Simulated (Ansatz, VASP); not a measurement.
**SiTe in two plane-wave programs**

One calculation is typed for both programs; each brings its own data sets. How far apart do they land? The cell is generated by rule, not measured, and may not be a known phase. The cell is taken from a series of runs on this material, whose earlier steps may have relaxed, scaled, displaced or heated it; both programs get it as it stands. Other levels of theory on this material are compared in a session of their own.

Program: Ansatz 0.2.0. Level of theory: plane waves, with VASP 6.6.1 beside it; zone-centre phonons at LDA. Results are calculated unless marked as measured.

The structure was built from a prototype and need not be the compound's stable phase.

### 1. Starting point

The structure is cubic, space group F-43m (No. 216). The conventional cell has a = 6.378 Å, b = 6.378 Å, c = 6.378 Å, α = 90.00°, β = 90.00°, γ = 90.00°. Nearest to Si lie 4 Te at 2.76 Å. Te has 4 Si at 2.76 Å nearest. Farther neighbours and most contacts between anions are not listed.

### 2. Ansatz: zone-centre phonons, LDA

Ansatz runs on norm-conserving files, of PseudoDojo where its log says so.

Second derivatives magnify differences that forces hide, and they need a tight electronic threshold.

The input, input.yaml:

```yaml
crystal:
  lattice:
    - [0.0, 3.1888223209, 3.1888223209]
    - [3.1888223209, 0.0, 3.1888223209]
    - [3.1888223209, 3.1888223209, 0.0]
  atoms:
    - { symbol: Si, position: [0.0, 0.0, 0.0] }
    - { symbol: Te, position: [0.75, 0.75, 0.75] }
kpoints:
  mp_grid: { grid: [10, 10, 10] }
hamiltonian:
  xc: lda
  pseudopotentials: { kind: nc }
scf:
  occupations: { method: methfessel_paxton, width: 0.15 }
output:
  eigenvalues: true
phonons:
  method: dfpt
```

Started as:

```sh
> ansatz run input.yaml --threads 4 --pin off --max-ram 7168MiB --backend cpu --events-out ev --progress --plain --runs-dir out
```

Output:

```text
zone centre: on kpoints.mp_grid the ground state, and the responses unless they are solved on pairs of k-points, stand on 102 of the mesh's 1000 k-points, reduced under 8 symmetry operations, with k and −k counted as one. Each operation leaves every solved displacement unchanged or reverses it
Engine: ansatz 0.2.0, aarch64-unknown-linux-gnu
Pseudopotentials: kind: nc
Pseudopotential: Si, nc, valence charge 4, recommended cutoff 435.38218 eV (normal), Si.nc.azcp (PseudoDojo's, or run here from an input of PseudoDojo's: the run reads no file of this project's for it)
Pseudopotential: Te, nc, valence charge 16, recommended cutoff 1120 eV (normal), Te.nc.azcp (PseudoDojo's, or run here from an input of PseudoDojo's: the run reads no file of this project's for it)
Functional definition: SPW92
  exchange = slater_x
  correlation = pw_c
Crystal: 2 atoms, lattice volume = 64.852 Å³
Basis set: ecut = 1120 eV, 5577 PW (Γ), exchange–correlation on 100×100×100 points (8 copies of the dense FFT grid, shifted against one another)
Bands: 14, of which v1, the nominal top of the filled ones, is band 10 counted from 1 (9 counted from 0)
Symmetry: 24 space group operations
k-points: 102 of 1000 (irreducible under 8 space group operations, time reversal used)
Non-local potential: Si, projectors of the file, l = 0: 2, l = 1: 2, l = 2: 2
Non-local potential: Te, projectors of the file, l = 0: 3, l = 1: 2, l = 2: 2, l = 3: 2
Initial density: superposition of atomic densities (chi_scale 0.1, normalization cell, long waves kept (reshape's long-wave potential 0.00 eV rms))
Initial wavefunctions: pseudopotential atomic-orbital guess
Functional: x = slater, c = lda
SCF iter   1: F=—  HF=-2960.047968 eV  |F-HF|=—  |Δ(HF+E_count)|=         —  Δρ=1.59e-2  dr2=1.81e-1  ethr=3.10e-3  ⟨swp⟩=6.2  Hψ=8941  notcnv=0
preconditioner: auto → Kerker (q_TF=auto, 2.243 Å⁻¹)  [metal: Δε(μ)=0.068 eV  Ē_g=8.625 eV  σ=0.150 eV  W_gap=0.37  n_scr=14 (ndim 8)  ℏωp=14.6 eV  f_vac=0.007  D(μ)=0.76/eV (n_scr^D=0)]
SCF iter   2: F=—  HF=-2960.015980 eV  |F-HF|=—  |Δ(HF+E_count)|=   3.20e-2  S|Δr|=    0.00e0  Δρ=9.75e-3  dr2=6.77e-2  ethr=9.07e-4  ⟨swp⟩=1.0  Hψ=2244  notcnv=0
SCF iter   3: F=—  HF=-2959.996464 eV  |F-HF|=—  |Δ(HF+E_count)|=   1.95e-2  S|Δr|=    0.00e0  Δρ=1.31e-3  dr2=2.61e-3  ethr=3.38e-4  ⟨swp⟩=2.1  Hψ=1924  notcnv=0
SCF iter   4: F=—  HF=-2959.996086 eV  |F-HF|=—  |Δ(HF+E_count)|=   3.77e-4  S|Δr|=    0.00e0  Δρ=4.40e-4  dr2=3.12e-4  ethr=1.30e-5  ⟨swp⟩=2.1  Hψ=1919  notcnv=0
SCF iter   5: F=—  HF=-2959.996108 eV  |F-HF|=—  |Δ(HF+E_count)|=   2.19e-5  S|Δr|=    0.00e0  Δρ=1.33e-4  dr2=1.07e-5  ethr=1.56e-6  ⟨swp⟩=2.0  Hψ=1788  notcnv=0
SCF iter   6: F=—  HF=-2959.996118 eV  |F-HF|=—  |Δ(HF+E_count)|=   9.51e-6  S|Δr|=    0.00e0  Δρ=2.41e-5  dr2=3.68e-7  ethr=5.35e-8  ⟨swp⟩=2.1  Hψ=1825  notcnv=0
SCF iter   7: F=—  HF=-2959.996085 eV  |F-HF|=—  |Δ(HF+E_count)|=   3.29e-5  S|Δr|=    0.00e0  Δρ=6.97e-6  dr2=6.71e-8  ethr=1.84e-9  ⟨swp⟩=2.4  Hψ=2123  notcnv=0
SCF iter   8: F=—  HF=-2959.996085 eV  |F-HF|=—  |Δ(HF+E_count)|=   2.17e-8  S|Δr|=    0.00e0  Δρ=2.21e-6  dr2=5.39e-9  ethr=3.35e-10  ⟨swp⟩=1.9  Hψ=1626  notcnv=0
SCF iter   9: F=—  HF=-2959.996085 eV  |F-HF|=—  |Δ(HF+E_count)|=   2.09e-9  S|Δr|=    0.00e0  Δρ=4.56e-7  dr2=1.15e-10  ethr=2.70e-11  ⟨swp⟩=1.7  Hψ=1591  notcnv=0
SCF iter  10: F=-2959.996085 eV  HF=-2959.996085 eV  |F-HF|=2.73e-12  |Δ(HF+E_count)|=  1.51e-10  S|Δr|=    0.00e0  Δρ=6.86e-8  dr2=1.60e-12  ethr=1.00e-12  ⟨swp⟩=8.0  Hψ=8928  notcnv=0
SCF 1 converged in 10 iterations: F = -2959.996085 eV  dr2 = 1.60e-12
DFPT response loops at Γ: preconditioner auto → Kerker (q_TF=auto, 2.243 Å⁻¹) (partly filled bands, converged f_vac=0.015); β = 1.00, the filter's whole step (`scf.mixing.beta` (0.50) is not read by the response loops under this deck's `scf.mixing.preconditioner`; to damp them name `kerker` or `kerker_dos`, under which they read `scf.mixing.beta`, and type it under 1.00, their step now; both keys bind the ground state too); Broyden in place of MSR1
SCF converged after 10 iterations
Stability not checked: this state was not tested for a lower state beside it, because cold or Methfessel-Paxton smearing, or corrected tetrahedra, fill the levels in a way that the test cannot read (fill_not_monotonic; see scf.lower_state_search)
Free energy (F): -2959.996085 eV
Harris-Foulkes:  -2959.996085 eV  (|F-HF|=2.73e-12)
Internal energy: -2959.996825 eV  (E = F + TS)
E sigma→0 (E₀):  -2959.996270 eV
Entropy (-TS):   0.000741 eV (0.370 meV/atom)
Fermi energy:    6.230856 eV
--- Per-component energies (eV) ---
  E_band       = -305.341115
  E_kinetic    = 1582.816393
  E_local      = -2436.646955  (includes V_loc(G=0)·N_el)
  E_nonlocal   = -766.869144
  E_hartree    = 882.713521
  E_xc         = -698.279018
  E_vxc        = -450.068469  (∫ρ·V_xc dr)
  E_ewald      = -1523.731623
  E_smearing   = 0.000741  (= −TS)
  E_closure    = 0.000000  (closes the sum)
  Σ components = -2959.996085   (vs F -2959.996085, Δ=0.00e0)
--- Band table (eV; the first three rows and the last of 102) ---
  k-point 0: bands = [... 6 lower, 2.0613, 3.7043, 3.7043, 3.7043, 6.7782, 6.7782, 6.7782, 10.5211]
  k-point 1: bands = [... 6 lower, 1.4324, 3.6070, 3.6070, 4.0556, 6.9337, 6.9337, 6.9468, 10.9101]
  k-point 2: bands = [... 6 lower, 0.3645, 3.3889, 3.3889, 4.2667, 7.2773, 7.2773, 7.6552, 11.6893]
  k-point 101: bands = [... 6 lower, -2.0270, 1.5791, 1.7553, 6.6755, 7.2366, 8.9049, 9.1867, 12.4101]
--- Phonons (Γ-DFPT): 2 representative perturbations + reference, on 102 of 1000 k-points (Σ response iterations 6) ---
  k mesh reduced under 8 symmetry operations, with k and −k counted as one. Each operation leaves every solved displacement unchanged or reverses it
  ASR residual: 1.174e-4 → 0.000e0 eV/Å²; symmetrization residual: 3.800e-6 eV/Å²
  ASR residual per site (eV/Å²): 2.97e-5 1.17e-4
  Γ frequencies (cm⁻¹): 0.00 0.00 0.00 198.91 198.91 198.91
  non-analytic LO–TO correction: not included (Born effective charges unavailable; polar crystals: no LO–TO splitting at Γ)
```

### 3. VASP: zone-centre phonons, LDA

The same cell, functional (in two slightly different forms), mesh and smearing now go to VASP, with its own data sets.

Lines of VASP's logs that name or quote its potential files are left out, and so is its time.

The input, INCAR:

```
SYSTEM = SiTe
PREC = Accurate
ENCUT = 500
EDIFF = 1E-08
NELM = 120
ISMEAR = 1
SIGMA = 0.15
LREAL = .FALSE.
ALGO = Normal
GGA = PW92
NBANDS = 11
LORBIT = 11
LWAVE = .FALSE.
LCHARG = .FALSE.
ISIF = 2
IBRION = 8
LASPH = .TRUE.
GGA_COMPAT = .FALSE.
KPAR = 2
```

The input, POSCAR:

```
SiTe
1.0
    0.0000000000      3.1888223209      3.1888223209
    3.1888223209      0.0000000000      3.1888223209
    3.1888223209      3.1888223209      0.0000000000
Si Te
1 1
Direct
    0.0000000000      0.0000000000      0.0000000000
    0.7500000000      0.7500000000      0.7500000000
```

The input, KPOINTS:

```
Automatic mesh
0
Gamma
10 10 10
0 0 0
```

The projector-augmented-wave data sets are Si and Te (LDA family, release 64).

Started as:

```sh
> mpirun -np 2 vasp_std
```

Output:

```text
[banner, memory and clock lines left out]
running    2 mpi-ranks, on    1 nodes
 distrk:  each k-point on    1 cores,    2 groups
 distr:  one band on    1 cores,    1 groups

 POSCAR found type information on POSCAR SiTe
 POSCAR found :  2 types and       2 ions
|                                                                             |
|               ----> ADVICE to this user running VASP <----                  |
|                                                                             |
|     You enforced a specific xc type in the INCAR file but a different       |
|     [... a line on the potential file left out ...]
|     I HOPE YOU KNOW WHAT YOU ARE DOING!                                     |
|                                                                             |

 LDA part: xc-table for (Slater(with rela. corr.)+PW92), standard interpolation
 POSCAR, INCAR and KPOINTS ok, starting setup
 FFT: planning ... GRIDC
 FFT: planning ... GRID_SOFT
 FFT: planning ... GRID
 WAVECAR not read
 entering main loop
       N       E                     dE             d eps       ncg     rms          rms(c)
DAV:   1     0.246155030085E+02    0.24616E+02   -0.36417E+03  1034   0.670E+02
DAV:   2    -0.703523439677E+01   -0.31651E+02   -0.30539E+02  1425   0.101E+02
DAV:   3    -0.855125280803E+01   -0.15160E+01   -0.15114E+01  1361   0.232E+01
DAV:   4    -0.857352580939E+01   -0.22273E-01   -0.22270E-01  1228   0.338E+00
DAV:   5    -0.857402594929E+01   -0.50014E-03   -0.50013E-03  1287   0.477E-01    0.909E+00
DAV:   6    -0.854532409341E+01    0.28702E-01   -0.14145E-02  1168   0.559E-01    0.546E+00
DAV:   7    -0.853152012168E+01    0.13804E-01   -0.25595E-02  1151   0.777E-01    0.105E-01
DAV:   8    -0.853143156634E+01    0.88555E-04   -0.11212E-03  1133   0.201E-01    0.800E-02
DAV:   9    -0.853142815525E+01    0.34111E-05   -0.57678E-05  1218   0.440E-02    0.374E-02
DAV:  10    -0.853142802921E+01    0.12604E-06   -0.27384E-06  1231   0.101E-02    0.162E-02
DAV:  11    -0.853142811522E+01   -0.86011E-07   -0.63526E-07  1192   0.410E-03    0.562E-03
DAV:  12    -0.853142811256E+01    0.26616E-08   -0.31337E-08  1163   0.110E-03
   1 F= -.85314281E+01 E0= -.85317072E+01  d E =0.837352E-03
 Linear response reoptimize wavefunctions to high precision
DAV:   1    -0.853142811701E+01   -0.44534E-08   -0.23148E-09  1202   0.285E-04
DAV:   2    -0.853142811701E+01    0.30127E-11   -0.30011E-11   586   0.428E-05
 Linear response DOF=           2
 Linear response progress:
  Degree of freedom:   1/  2
       N       E                     dE             d eps       ncg     rms          rms(c)
RMM:   1    -0.193602384771E-01   -0.19360E-01    0.69134E-03  8876   0.798E-01
RMM:   2    -0.174719367568E-01    0.18883E-02   -0.13065E-03  5903   0.210E-01    0.774E-02
RMM:   3    -0.173923224895E-01    0.79614E-04   -0.30489E-06  6174   0.409E-02    0.435E-02
RMM:   4    -0.173388526256E-01    0.53470E-04    0.10782E-06  6345   0.148E-02    0.546E-03
RMM:   5    -0.173435420843E-01   -0.46895E-05    0.24558E-06  6406   0.347E-03    0.124E-03
RMM:   6    -0.173462513311E-01   -0.27092E-05   -0.29459E-07  6501   0.728E-04    0.343E-04
RMM:   7    -0.173456425509E-01    0.60878E-06   -0.25395E-07  6561   0.273E-04    0.862E-05
RMM:   8    -0.173452987977E-01    0.34375E-06   -0.29993E-08  6620   0.629E-05    0.358E-05
RMM:   9    -0.173452792789E-01    0.19519E-07   -0.90784E-09  6701   0.229E-05    0.501E-06
RMM:  10    -0.173452642268E-01    0.15052E-07    0.39803E-09  6842   0.854E-06    0.192E-06
RMM:  11    -0.173452626246E-01    0.16022E-08   -0.31063E-10  5719   0.553E-06    0.543E-07
 first order change of Fermi-energy   0.56946E-03
 force on displaced ion       1 direction 1 :  -3.389   0.000   0.000
 Linear response progress:
  Degree of freedom:   2/  2
       N       E                     dE             d eps       ncg     rms          rms(c)
RMM:   1    -0.479117511329E-01   -0.47912E-01    0.63057E-02  9202   0.113E+00
RMM:   2    -0.476552180677E-01    0.25653E-03   -0.20678E-03  6027   0.290E-01    0.673E-02
RMM:   3    -0.476584704686E-01   -0.32524E-05   -0.12348E-04  6229   0.591E-02    0.466E-02
RMM:   4    -0.476610829783E-01   -0.26125E-05   -0.47672E-05  6370   0.200E-02    0.105E-02
RMM:   5    -0.476515635604E-01    0.95194E-05   -0.54720E-06  6450   0.508E-03    0.364E-03
RMM:   6    -0.476475921764E-01    0.39714E-05   -0.11342E-08  6627   0.114E-03    0.114E-03
RMM:   7    -0.476446330985E-01    0.29591E-05    0.51765E-07  6598   0.401E-04    0.233E-04
RMM:   8    -0.476448880207E-01   -0.25492E-06   -0.46684E-08  6734   0.104E-04    0.866E-05
RMM:   9    -0.476450383263E-01   -0.15031E-06   -0.48466E-08  6864   0.418E-05    0.127E-05
RMM:  10    -0.476450054799E-01    0.32846E-07    0.13448E-08  6886   0.174E-05    0.422E-06
RMM:  11    -0.476450179050E-01   -0.12425E-07   -0.16535E-08  6816   0.110E-05    0.111E-06
RMM:  12    -0.476450176063E-01    0.29870E-09   -0.60484E-09  5441   0.900E-06    0.417E-07
 first order change of Fermi-energy  -0.49408E-03
 force on displaced ion       2 direction 1 :  -3.392   0.000   0.000
 Linear response finished
```

From OUTCAR (step 3):

```text
ion  position               nearest neighbor table
   1  0.000  0.000  0.000-   2 2.76   2 2.76   2 2.76   2 2.76
   2  0.750  0.750  0.750-   1 2.76   1 2.76   1 2.76   1 2.76

  LATTYP: Found a face centered cubic cell.
 ALAT       =     6.3776446418

 Subroutine GETGRP returns: Found 24 space group operations
 (whereof 24 operations were pure point group operations)

The static configuration has the point symmetry T_d .

 Found     47 irreducible k-points:

   k-points           NKPTS =     47   k-points in BZ     NKDIM =     47   number of bands    NBANDS=     11

   dimension x,y,z NGX =    36 NGY =   36 NGZ =   36
   dimension x,y,z NGXF=    72 NGYF=   72 NGZF=   72

   ENCUT  =  500.0 eV  36.75 Ry    6.06 a.u.   8.22  8.22  8.22*2*pi/ulx,y,z

   NELECT =      10.0000    total number of electrons

 k-points in reciprocal lattice and weights: Automatic mesh
   0.00000000  0.00000000  0.00000000       0.001
   0.10000000  0.00000000  0.00000000       0.008
   0.20000000  0.00000000  0.00000000       0.008
   0.30000000  0.00000000  0.00000000       0.008
   0.40000000  0.00000000  0.00000000       0.008
   0.50000000  0.00000000  0.00000000       0.004
   0.10000000  0.10000000  0.00000000       0.006
   0.20000000  0.10000000  0.00000000       0.024
   0.30000000  0.10000000  0.00000000       0.024
[...]
-0.30000000  0.40000000  0.20000000       0.024
  -0.30000000  0.50000000  0.20000000       0.012

 average (electrostatic) potential at core
       1 -87.2691       2 -91.2159

  Total        0.0465315      0.0465315      0.0465315      0.0000000      0.0000000     -0.0000000
  in kB        1.1495736      1.1495736      1.1495736      0.0000000      0.0000000     -0.0000000
  external PRESSURE =       1.1495736 kB  Pullay stress =       0.0000000 kB

  energy-cutoff  :      500.00
  volume of cell :       64.85
      direct lattice vectors                 reciprocal lattice vectors
     0.000000000  3.188822321  3.188822321    -0.156797698  0.156797698  0.156797698
     3.188822321  0.000000000  3.188822321     0.156797698 -0.156797698  0.156797698
     3.188822321  3.188822321  0.000000000     0.156797698  0.156797698 -0.156797698

 POSITION                                       TOTAL-FORCE (eV/Angst)
 -----------------------------------------------------------------------------------
      0.00000      0.00000      0.00000         0.000000      0.000000      0.000000
      4.78323      4.78323      4.78323        -0.000000     -0.000000     -0.000000
 -----------------------------------------------------------------------------------
    total drift:                               -0.000000     -0.000000     -0.000000

 Eigenvectors and eigenvalues of the dynamical matrix
 ----------------------------------------------------

   1 f  =    5.998830 THz    37.691759 2PiTHz  200.099422 cm-1    24.809155 meV
             X         Y         Z           dx          dy          dz
      0.000000  0.000000  0.000000     0.000000    0.905236    0.000000
      4.783233  4.783233  4.783233    -0.000000   -0.424908    0.000000

   2 f  =    5.998830 THz    37.691759 2PiTHz  200.099422 cm-1    24.809155 meV
             X         Y         Z           dx          dy          dz
      0.000000  0.000000  0.000000     0.905236   -0.000000    0.000000
      4.783233  4.783233  4.783233    -0.424908    0.000000    0.000000

   3 f  =    5.998830 THz    37.691759 2PiTHz  200.099422 cm-1    24.809155 meV
             X         Y         Z           dx          dy          dz
      0.000000  0.000000  0.000000     0.000000    0.000000   -0.905236
      4.783233  4.783233  4.783233    -0.000000    0.000000    0.424908

   4 f/i=    0.001175 THz     0.007385 2PiTHz    0.039205 cm-1     0.004861 meV
             X         Y         Z           dx          dy          dz
      0.000000  0.000000  0.000000     0.013308   -0.351382    0.238539
      4.783233  4.783233  4.783233     0.028351   -0.748593    0.508190

   5 f/i=    0.001175 THz     0.007385 2PiTHz    0.039205 cm-1     0.004861 meV
             X         Y         Z           dx          dy          dz
      0.000000  0.000000  0.000000    -0.063547    0.234322    0.348715
      4.783233  4.783233  4.783233    -0.135383    0.499206    0.742912

   6 f/i=    0.001175 THz     0.007385 2PiTHz    0.039205 cm-1     0.004861 meV
             X         Y         Z           dx          dy          dz
      0.000000  0.000000  0.000000     0.419919    0.046596    0.045212
      4.783233  4.783233  4.783233     0.894606    0.099270    0.096321

 ELASTIC MODULI CONTR FROM IONIC RELAXATION (kBar)
 Direction    XX          YY          ZZ          XY          YZ          ZX
 --------------------------------------------------------------------------------
 XX          -0.0000     -0.0000     -0.0000      0.0000      0.0000     -0.0000
 YY          -0.0000     -0.0000     -0.0000      0.0000      0.0000     -0.0000
 ZZ          -0.0000     -0.0000     -0.0000      0.0000      0.0000     -0.0000
 XY           0.0000      0.0000      0.0000   -119.8318      0.0000      0.0000
 YZ           0.0000      0.0000      0.0000      0.0000   -119.8318      0.0000
 ZX          -0.0000     -0.0000     -0.0000      0.0000      0.0000   -119.8318
 --------------------------------------------------------------------------------
```

### 4. Comparison

Known differences besides the potentials themselves: the data sets hold 20 valence electrons in Ansatz (on norm-conserving files, of PseudoDojo where its log says so) and 10 in VASP; the cutoff is 1120 eV in Ansatz and 500 eV in VASP; VASP's log shows a relativistic correction to its local exchange, Ansatz's none. Total energies have different zeros and are not compared.

Both answers:

```
                  quantity  Ansatz   VASP  difference
optical mode 1 to 3 (cm⁻¹)   198.9  200.1     -0.59 %
```

Modes are paired by rising frequency, not by their patterns, so a pair may set unlike modes beside each other; they are those without the splitting of longitudinal modes.

### 5. Results

```
r.m.s. difference of the optical zone-centre modes, each program's sorted by frequency (zone-centre phonons, LDA) : 1.2 cm⁻¹
difference in optical mode 1 to 3 (zone-centre phonons, LDA)                                                      : -0.6 %
```

The r.m.s. difference of the optical zone-centre modes, each program's sorted by frequency is 1.2 cm⁻¹ (zone-centre phonons, LDA). The data sets hold unlike numbers of valence electrons (20 in Ansatz and 10 in VASP), so part of the differences comes from the potentials. Among the rows given in per cent, the largest difference of the zone-centre phonons, LDA pair is in optical mode 1 to 3, -0.6 %. VASP runs on this material, other cells of it included, that failed, so that no pair exists: relaxation of cell and atoms, LDA (timeout). 5 further runs of this series are not shown here. How closely two codes agree says nothing of how well the functional describes the real material.

[Lines on the potential files, build, host, timing and source positions are cut from VASP's logs without a mark.]

[Logs are printed without paths, hosts, clocks, repeated set-up lines and the standing remarks that a program may print on its own settings, such as how far it seeks lower states.]

[Hosts, paths, dates, database ids (printed as entryN), source tags and the programs' standing remarks are cut or masked in the printed files.]
